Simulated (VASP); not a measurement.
Level of theory: PBE GGA, VASP's PBE PAW potentials (set 64) (plane waves; VASP 6.6.1).

The input files of a VASP run:

### INCAR
```
SYSTEM  =  YN
PREC  =  Accurate; ENCUT  =  400; LREAL  =  .False.
LASPH  =  .True.
EDIFF  =  1E-6; NELM  =  100; ALGO  =  Normal
LMAXMIX  =  4
ISMEAR  =  0; SIGMA  =  0.272
GGA  =  PE
ISIF  =  2
LWAVE  =  .False.; LCHARG  =  .False.
```

File POSCAR:
```
YN
1
    0.0000000000     2.4916960000     2.4916960000
    2.4916960000     0.0000000000     2.4916960000
    2.4916960000     2.4916960000     0.0000000000
Y N
1 1
Direct
  0.0000000000   0.0000000000   0.0000000000
  0.5000000000   0.5000000000   0.5000000000
```

File KPOINTS:
```
Automatic mesh
0
Gamma
6 6 6
0 0 0
```

POTCAR, in this order: Y_sv N (PBE.64 set). Program: vasp_std.

What will the output report for the number of irreducible k-points (NKPTS), largest plane-wave count, number of space-group operations, FFT grid (NGX, NGY, NGZ)?

```
Quantity                                      Result
--------------------------------------  ------------
number of irreducible k-points (NKPTS)            16
largest plane-wave count                         588
number of space-group operations                  48
FFT grid (NGX, NGY, NGZ)                24 × 24 × 24
```

The structure comes from a computed database's YN entry; how it stands against other phases isn't given here. The cell was not relaxed at this level.
